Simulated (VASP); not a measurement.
HfO2, 3 atoms in the cell. Symmetry: Fm-3m, No. 225, cubic system. The conventional cell has a = 5.115 Å, b = 5.115 Å, c = 5.115 Å, α = 90.00°, β = 90.00°, γ = 90.00°. Hf (site symmetry m-3m) is surrounded by 8 O at 2.21 Å. O (site symmetry -43m) has 4 Hf at 2.21 Å as nearest neighbours. Measurements of this composition are mostly on another form, of space group No. 14.

| Quantity | Value |
| --- | --- |
| Program | VASP 6.6.1 |
| Task | single point |
| Functional | PBEsol |
| Potentials or basis | VASP PAW PBE potentials, release 64 (Hf_pv, O) |
| Cutoff | 520 eV |
| k mesh | 9 × 9 × 9 |
| Occupations | fermi-dirac, width 0.05 eV |
| Spin | non-collinear spin, zero start, spin-orbit coupling |
| Starting moments | [[0.0, 0.0, 0.0], [0.0, 0.0, 0.0], [0.0, 0.0, 0.0]] μB |
| Dipole correction | no |
| Further INCAR settings | ALGO = Normal; EDIFF = 1e-06; NBANDS = 35 |

Potentials or basis: VASP PAW PBE potentials, release 64 (Hf_pv, O).

Run with:

```console
$ cat potpaw_PBE.64/Hf_pv/POTCAR potpaw_PBE.64/O/POTCAR > POTCAR
$ mpirun -np 1 vasp_ncl > vasp.out
```

Hardware: 1 thread of Intel(R) Xeon(R) Platinum 8488C (Sapphire Rapids) (shared host).

Question: Estimate the wall time of this run.

Answer: Wall time 2 min on 1 thread of Intel(R) Xeon(R) Platinum 8488C (Sapphire Rapids) (shared host), peak memory 0.27 GiB. Counts: scf iterations 14, k points 35.
